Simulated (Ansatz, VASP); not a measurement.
# Cross-check of Ru (Ruthenium) between VASP and Ansatz, part 2 of 2

Wanted: the spread between two codes on one cell, functional and k mesh. The cell is taken from a series of runs on this material, whose earlier steps may have relaxed, scaled, displaced or heated it; both programs get it as it stands.

VASP 6.6.1 and Ansatz 0.2.0.

So far: The structure; VASP: zone-centre phonons, PBEsol.

**3. Ansatz: zone-centre phonons, PBEsol**

Level of this step: Ansatz beside VASP: Kohn-Sham DFT, plane waves, PBEsol (Ansatz).

Ansatz runs on its PAW soft_1 files.

The same cell, functional, mesh and smearing now go to Ansatz, which takes its cutoff from its data sets.

Contents of input.yaml:

```yaml
crystal:
  lattice:
    - [2.7174041542, 0.0, 0.0]
    - [-1.3587020771, 2.3533410299, 0.0]
    - [0.0, 0.0, 4.2257581221]
  atoms:
    - { symbol: Ru, position: [0.3333333333, 0.6666666667, 0.25] }
    - { symbol: Ru, position: [0.6666666667, 0.3333333333, 0.75] }
kpoints:
  mp_grid: { grid: [18, 18, 12] }
hamiltonian:
  xc: pbesol
  pseudopotentials: { kind: paw, azcp: { folder: soft_1 }, xc_functional: pbe }
scf:
  occupations: { method: methfessel_paxton, width: 0.2 }
output:
  eigenvalues: true
phonons:
  method: dfpt
```

The run is started by

```bash
ansatz run input.yaml --threads 4 --pin off --max-ram 10240MiB --backend cpu --events-out ev --progress --plain --runs-dir out
```

Numbers of over 12 decimals in the logs are rounded to 6 here.

Output:

```text
zone centre: on kpoints.mp_grid the ground state, and the responses unless they are solved on pairs of k-points, stand on 637 of the mesh's 3888 k-points, reduced under 4 symmetry operations, with k and −k counted as one. Each operation leaves every solved displacement unchanged or reverses it
Engine: ansatz 0.2.0, x86_64-unknown-linux-gnu
Pseudopotentials: kind: paw
Pseudopotential: Ru, paw, valence charge 16, recommended cutoff 420 eV (normal), soft_1/Ru.paw.azcp
Functional definition: PBEsol
  exchange = pbesol_x
  correlation = pbesol_c
Crystal: 2 atoms, lattice volume = 27.024 Å³
Basis set: ecut = 420 eV, 537 PW (Γ), exchange–correlation on 40×40×60 points (8 copies of the dense FFT grid, shifted against one another)
Bands: 20, of which v1, the nominal top of the filled ones, is band 16 counted from 1 (15 counted from 0)
Symmetry: 24 space group operations
k-points: 637 of 3888 (irreducible under 4 space group operations, time reversal used)
Non-local potential: Ru, projectors of the file, l = 0: 3, l = 1: 2, l = 2: 2, l = 3: 1
PAW form: soft (Blöchl's): semilocal exchange-correlation on the pseudo side does not see the compensation charge
PAW frozen core: Ru, regenerated for the run's functional, and the local potential with it (the file was generated under x = pbe(κ = 0.804, μ = 0.219515), c = pbe(β = 0.066725))
PAW one-centre angular grid: Ru, 590 points (default); XC on 64 Gauss nodes
Initial density: superposition of atomic densities (chi_scale 0.1, normalization cell)
Initial wavefunctions: pseudopotential atomic-orbital guess
Functional: x = pbesol(κ = 0.804, μ = 0.123457), c = pbesol(β = 0.046)
SCF iter   1: F=—  HF=-11634.568663 eV  |F-HF|=—  |Δ(HF+E_count)|=         —  Δρ=1.31e-1  dr2=4.45e0  ethr=3.10e-3  ⟨swp⟩=5.1  Hψ=111115  notcnv=0  defer=67
automatic band count: the SCF goes on with 24 bands, as 20 were too few: they end inside the smearing window of the response
preconditioner: auto → none  [metal: Δε(μ)=0.021 eV  Ē_g=11.569 eV  σ=0.200 eV  W_gap=0.09  n_scr=8 (ndim 8)  ℏωp=28.6 eV  f_vac=0.000  D(μ)=1.49/eV (n_scr^D=22)  sad-step TF]
SCF iter   2: F=—  HF=-11633.551869 eV  |F-HF|=—  |Δ(HF+E_count)|=    1.02e0  S|Δr|=    0.00e0  Δρ=7.46e-2  dr2=1.44e0  ethr=3.10e-3  ⟨swp⟩=2.8  Hψ=30003  notcnv=0  defer=1745
SCF iter   3: F=—  HF=-11633.082705 eV  |F-HF|=—  |Δ(HF+E_count)|=   4.69e-1  S|Δr|=    0.00e0  Δρ=3.82e-3  dr2=1.57e-3  ethr=3.10e-3  ⟨swp⟩=2.1  Hψ=22567  notcnv=0  defer=1745
SCF iter   4: F=—  HF=-11633.084110 eV  |F-HF|=—  |Δ(HF+E_count)|=   1.41e-3  S|Δr|=    0.00e0  Δρ=2.85e-4  dr2=3.92e-6  ethr=4.91e-6  ⟨swp⟩=2.4  Hψ=30825  notcnv=0  defer=1620
SCF iter   5: F=—  HF=-11633.084121 eV  |F-HF|=—  |Δ(HF+E_count)|=   1.08e-5  S|Δr|=    0.00e0  Δρ=1.12e-4  dr2=2.17e-6  ethr=1.22e-8  ⟨swp⟩=2.0  Hψ=23953  notcnv=0  defer=1620
SCF iter   6: F=—  HF=-11633.084120 eV  |F-HF|=—  |Δ(HF+E_count)|=   9.19e-7  S|Δr|=    0.00e0  Δρ=2.19e-5  dr2=6.34e-8  ethr=6.78e-9  ⟨swp⟩=2.3  Hψ=21662  notcnv=0  defer=1620
SCF iter   7: F=—  HF=-11633.084120 eV  |F-HF|=—  |Δ(HF+E_count)|=   2.58e-8  S|Δr|=    0.00e0  Δρ=2.69e-6  dr2=1.41e-9  ethr=1.98e-10  ⟨swp⟩=2.8  Hψ=25201  notcnv=0  defer=1620
SCF iter   8: F=-11633.084120 eV  HF=-11633.084120 eV  |F-HF|=3.64e-12  |Δ(HF+E_count)|=  8.00e-11  S|Δr|=    0.00e0  Δρ=1.26e-7  dr2=2.91e-12  ethr=1.00e-12  ⟨swp⟩=9.0  Hψ=88957  notcnv=0
SCF 1 converged in 8 iterations: F = -11633.084120 eV  dr2 = 2.91e-12
  greatest PAW one-centre occupation: 1.000 electrons in one spin orbital (limit 2), on the Ru atom at site 1 (counted from 0), in its partial waves of l = 0
DFPT response loops at Γ: preconditioner auto → Kerker (q_TF=auto, 2.806 Å⁻¹) (partly filled bands, converged f_vac=0.000); β = 1.00, the filter's whole step (`scf.mixing.beta` (0.50) is not read by the response loops under this deck's `scf.mixing.preconditioner`; to damp them name `kerker` or `kerker_dos`, under which they read `scf.mixing.beta`, and type it under 1.00, their step now; both keys bind the ground state too); Broyden in place of MSR1
SCF converged after 8 iterations
Stability not checked: this state was not tested for a lower state beside it, because cold or Methfessel-Paxton smearing, or corrected tetrahedra, fill the levels in a way that the test cannot read (fill_not_monotonic; see scf.lower_state_search)
Free energy (F): -11633.084120 eV
Harris-Foulkes:  -11633.084120 eV  (|F-HF|=3.64e-12)
Internal energy: -11633.084227 eV  (E = F + TS)
E sigma→0 (E₀):  -11633.084147 eV
Entropy (-TS):   0.000107 eV (0.054 meV/atom)
Fermi energy:    23.321675 eV
--- Per-component energies (eV) ---
  E_band       = -112.604369
  E_kinetic    = 920.372230
  E_local      = -2532.127340  (includes V_loc(G=0)·N_el)
  E_nonlocal   = 828.438281
  E_hartree    = 836.655000
  E_xc         = -338.530824
  E_vxc        = -429.490395  (∫ρ·V_xc dr)
  E_paw        = -6879.890372  (= ΣΔE_a)
  E_vpaw       = -573.108441  (= ΣTr[D̂ρ^β])
  E_aug_tail   = 0.001200  (compensation charges beyond the density's cutoff)
  E_ewald      = -4468.508996
  E_core_change = 0.506593  (= ΣΔE_core)
  E_smearing   = 0.000107  (= −TS)
  E_closure    = -0.000000  (closes the sum)
  Σ components = -11633.084120   (vs F -11633.084120, Δ=0.00e0)
--- Band table (eV; the first three rows and the last of 637) ---
  k-point 0: bands = [... 12 lower, 21.0326, 21.4037, 21.4037, 21.7789, 21.7789, 24.5173, 24.5173, 24.7539, ... 4 higher]
  k-point 1: bands = [... 12 lower, 20.9893, 21.3502, 21.3502, 21.9082, 21.9082, 24.4788, 24.5281, 24.5281, ... 4 higher]
  k-point 2: bands = [... 12 lower, 20.8689, 21.2058, 21.2058, 22.2238, 22.2238, 23.7694, 24.5415, 24.5415, ... 4 higher]
  k-point 636: bands = [... 12 lower, 20.6396, 20.6396, 21.9525, 21.9525, 24.9643, 24.9643, 28.3443, 28.3443, ... 4 higher]
--- Phonons (Γ-DFPT): 2 representative perturbations + reference, on 637 of 3888 k-points (Σ response iterations 6) ---
  k mesh reduced under 4 symmetry operations, with k and −k counted as one. Each operation leaves every solved displacement unchanged or reverses it
  ASR residual: 1.068e-4 → 0.000e0 eV/Å²; symmetrization residual: 6.688e-13 eV/Å²
  ASR residual per site (eV/Å²): 1.07e-4 1.07e-4
  Γ frequencies (cm⁻¹): 0.00 0.00 0.00 206.58 206.58 271.83
  non-analytic LO–TO correction: not included (Born effective charges unavailable; polar crystals: no LO–TO splitting at Γ)
```

**4. Side by side**

Known differences besides the potentials themselves: the data sets hold 32 valence electrons in Ansatz (on its PAW soft_1 files) and 28 in VASP; the cutoff is 420 eV in Ansatz and 500 eV in VASP; Ansatz makes its cores anew for this functional, VASP keeps those of its PBE data sets. Total energies have different zeros and are not compared.

The two programs side by side:

```csv
quantity,Ansatz,VASP,difference
optical mode 1 to 2 (cm⁻¹),206.6,206.5,+0.03 %
optical mode 3 (cm⁻¹),271.8,272.0,-0.05 %
```

Modes are paired by rising frequency, not by their patterns, so a pair may set unlike modes beside each other; they are those without the splitting of longitudinal modes.

**5. What came out**

```json
{"r.m.s. difference of the optical zone-centre modes, each program's sorted by frequency (zone-centre phonons, PBEsol)": "0.095 cm⁻¹"}
```

What this shows: The r.m.s. difference of the optical zone-centre modes, each program's sorted by frequency is 0.095 cm⁻¹ (zone-centre phonons, PBEsol). The data sets hold unlike numbers of valence electrons (32 in Ansatz and 28 in VASP), so part of the differences comes from the potentials. How closely two codes agree says nothing of how well the functional describes the real material.

[Lines on the potential files, build, host, timing and source positions are cut from VASP's logs without a mark.]

[Logs are printed without paths, hosts, clocks, repeated set-up lines and the standing remarks that a program may print on its own settings, such as how far it seeks lower states.]

[Hosts, paths, dates, database ids (printed as entryN), source tags and the programs' standing remarks are cut or masked in the printed files.]
